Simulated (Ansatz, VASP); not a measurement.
# AlN in two plane-wave programs, part 2 of 2

One calculation is typed for both programs; each brings its own data sets. How far apart do they land? The cell is taken from a series of runs on this material, whose earlier steps may have relaxed, scaled, displaced or heated it; both programs get it as it stands.

VASP 6.6.1 and Ansatz 0.2.0.

So far. Step 5 (VASP: single point, LDA, pair 2): The run ends at a pressure of 9.79 GPa.

## Step 6: Ansatz: single point, LDA, pair 2

Level of this step: Ansatz beside VASP: Kohn-Sham DFT, plane waves, LDA (Ansatz).

The same cell, functional (in two slightly different forms) and mesh now go to Ansatz, which takes its cutoff from its data sets.

The cell is taken from a series of runs on this material, whose earlier steps may have relaxed, scaled, displaced or heated it; both programs get it as it stands.

Input file input.yaml:

```yaml
crystal:
  lattice:
    - [0.0, 2.1417025711, 2.1417025711]
    - [2.1417025711, 0.0, 2.1417025711]
    - [2.1417025711, 2.1417025711, 0.0]
  atoms:
    - { symbol: "N", position: [0.25, 0.25, 0.25] }
    - { symbol: Al, position: [0.0, 0.0, 0.0] }
kpoints:
  mp_grid: { grid: [12, 12, 12] }
hamiltonian:
  xc: lda
  pseudopotentials: { kind: paw, azcp: { folder: soft_1 }, xc_functional: pbe }
scf:
  occupations: { method: fixed }
output:
  forces: true
  stress: true
  eigenvalues: true
```

Launch:

```console
> ansatz run input.yaml --threads 4 --pin off --max-ram 10240MiB --backend cpu --events-out ev --progress --plain --runs-dir out
```

Numbers of over 12 decimals in the logs are rounded to 6 here.

What it wrote:

```text
[...]
Crystal: 2 atoms, lattice volume = 19.648 Å³
Basis set: ecut = 420 eV, 387 PW (Γ)
Bands: 8, of which v1, the nominal top of the filled ones, is band 4 counted from 1 (3 counted from 0)
Symmetry: 24 space group operations
[...]
k-points: 72 of 1728 (time reversal used)
[...]
Free energy (F): -889.788253 eV
[...]
Internal energy: -889.788253 eV  (E = F + TS)
E sigma→0 (E₀):  -889.788253 eV
Fermi energy:    7.295116 eV
[...]
--- Stress (GPa, compression-positive) ---
        9.294793       0.000000      -0.000000
       -0.000000       9.294793       0.000000
        0.000000       0.000000       9.294793
  P = ⅓ Tr σ = 9.2948 GPa (92.948 kbar)
--- Band table (eV; the first three rows and the last of 72) ---
[...]
[key lines of the parts left out:]
SCF converged after 6 iterations
```

The run ends at a pressure of 9.29 GPa.

## Step 7: Side by side

Both answers:

```csv
quantity,Ansatz,VASP,difference
pressure (GPa),9.29,9.79,-0.50
gap on the k mesh (eV),3.267,3.253,+0.013
```

A gap on the mesh is an upper bound, since the band edges may lie between its points.

## Step 8: VASP: single point, LDA, pair 3

A single point gives forces, pressure and levels at one fixed geometry, so differences don't come from the geometry; what else differs is listed under the comparison. The cell compared in this pair holds 19.24 Å³, against 19.65 Å³ for the pair before.

Input file INCAR:

```
SYSTEM = AlN
PREC = Accurate
ENCUT = 600
EDIFF = 1E-06
NELM = 120
ISMEAR = 0
SIGMA = 0.01
LREAL = .FALSE.
ALGO = Normal
GGA = PW92
NBANDS = 10
LORBIT = 11
LWAVE = .FALSE.
LCHARG = .FALSE.
ISIF = 2
LASPH = .TRUE.
GGA_COMPAT = .FALSE.
EFERMI = MIDGAP
```

Input file POSCAR:

```
AlN
1.0
    0.0000000000      2.1267251401      2.1267251401
    2.1267251401      0.0000000000      2.1267251401
    2.1267251401      2.1267251401      0.0000000000
N Al
1 1
Direct
    0.2500000000      0.2500000000      0.2500000000
    0.0000000000      0.0000000000      0.0000000000
```

Input file KPOINTS:

```
Automatic mesh
0
Gamma
12 12 12
0 0 0
```

PAW data sets: N and Al (LDA family, release 64).

Launch:

```console
> mpirun -np 1 vasp_std
```

What it wrote:

```text
[... set-up lines as in an earlier step ...]
 entering main loop
       N       E                     dE             d eps       ncg     rms          rms(c)
DAV:   1     0.117600550061E+02    0.11760E+02   -0.45113E+03  1464   0.769E+02
DAV:   2    -0.182173577996E+02   -0.29977E+02   -0.28811E+02  1762   0.141E+02
DAV:   3    -0.190518362658E+02   -0.83448E+00   -0.83318E+00  1708   0.227E+01
DAV:   4    -0.190552596243E+02   -0.34234E-02   -0.34232E-02  1606   0.175E+00
[...]
DAV:   9    -0.163276662898E+02    0.22805E-03   -0.95088E-04  1636   0.214E-01    0.184E-01
DAV:  10    -0.163276865127E+02   -0.20223E-04   -0.43192E-05  1570   0.489E-02    0.361E-02
DAV:  11    -0.163276857674E+02    0.74529E-06   -0.12171E-06  1460   0.713E-03
   1 F= -.16327686E+02 E0= -.16327686E+02  d E =0.000000E+00
```

OUTCAR, selected parts (step 8):

```text
  Total        1.8317143      1.8317143      1.8317143     -0.0000000      0.0000000     -0.0000000
  in kB      152.5471961    152.5471961    152.5471961     -0.0000000      0.0000000     -0.0000000
  external PRESSURE =     152.5471961 kB  Pullay stress =       0.0000000 kB

 POSITION                                       TOTAL-FORCE (eV/Angst)
 -----------------------------------------------------------------------------------
      1.06336      1.06336      1.06336         0.000000      0.000000      0.000000
      0.00000      0.00000      0.00000        -0.000000     -0.000000     -0.000000
 -----------------------------------------------------------------------------------
    total drift:                               -0.000000     -0.000000     -0.000000

  FREE ENERGIE OF THE ION-ELECTRON SYSTEM (eV)
  ---------------------------------------------------
  free  energy   TOTEN  =       -16.3276857674 eV

  energy  without entropy=      -16.3276857674  energy(sigma->0) =      -16.32768577

[... 1 part as in an earlier step ...]

[... 2 further parts left out ...]
[key lines of the parts left out:]
E-fermi :   8.1170
```

The run ends at a pressure of 15.25 GPa.

## Step 9: Ansatz: single point, LDA, pair 3

The same cell, functional (in two slightly different forms) and mesh now go to Ansatz, which takes its cutoff from its data sets.

The cell is taken from a series of runs on this material, whose earlier steps may have relaxed, scaled, displaced or heated it; both programs get it as it stands.

input.yaml, the sections that differ from step 6:

```yaml
crystal:
  lattice:
    - [0.0, 2.1267251401, 2.1267251401]
    - [2.1267251401, 0.0, 2.1267251401]
    - [2.1267251401, 2.1267251401, 0.0]
  atoms:
    - { symbol: "N", position: [0.25, 0.25, 0.25] }
    - { symbol: Al, position: [0.0, 0.0, 0.0] }
# kpoints, hamiltonian, scf, output: as in step 6
```

Launch:

```console
> ansatz run input.yaml --threads 4 --pin off --max-ram 10240MiB --backend cpu --events-out ev --progress --plain --runs-dir out
```

What it wrote:

```text
[...]
Crystal: 2 atoms, lattice volume = 19.238 Å³
Basis set: ecut = 420 eV, 339 PW (Γ)
Bands: 8, of which v1, the nominal top of the filled ones, is band 4 counted from 1 (3 counted from 0)
Symmetry: 24 space group operations
[...]
k-points: 72 of 1728 (time reversal used)
[...]
Free energy (F): -889.757761 eV
[...]
Internal energy: -889.757761 eV  (E = F + TS)
E sigma→0 (E₀):  -889.757761 eV
Fermi energy:    7.528534 eV
[...]
--- Stress (GPa, compression-positive) ---
       14.667922      -0.000000      -0.000000
       -0.000000      14.667922       0.000000
       -0.000000       0.000000      14.667922
  P = ⅓ Tr σ = 14.6679 GPa (146.679 kbar)
--- Band table (eV; the first three rows and the last of 72) ---
[...]
[key lines of the parts left out:]
SCF converged after 6 iterations
```

The run ends at a pressure of 14.67 GPa.

## Step 10: Side by side

Both answers:

```csv
quantity,Ansatz,VASP,difference
pressure (GPa),14.67,15.25,-0.59
gap on the k mesh (eV),3.274,3.261,+0.013
```

A gap on the mesh is an upper bound, since the band edges may lie between its points.

## Step 11: Results

```yaml
difference_in_gap_on_the_k_mesh_single_point_lda_pair_1: 0.013 eV
difference_in_gap_on_the_k_mesh_single_point_lda_pair_2: 0.013 eV
difference_in_gap_on_the_k_mesh_single_point_lda_pair_3: 0.013 eV
difference_in_pressure_single_point_lda_pair_3: -0.59 GPa
```

What this shows: The difference in pressure is -0.59 GPa (single point, LDA, pair 3), within the 1 GPa picked in this series as the mark of a large difference. 5 further runs of this series are not shown here. Such differences can come from data sets, numerical settings and the points named under the comparisons, not from the functional's error against experiment.

[Lines on the potential files, build, host, timing and source positions are cut from VASP's logs without a mark.]

[Logs are printed without paths, hosts, clocks, repeated set-up lines and the standing remarks that a program may print on its own settings, such as how far it seeks lower states.]

[Hosts, paths, dates, database ids (printed as entryN), source tags and the programs' standing remarks are cut or masked in the printed files.]
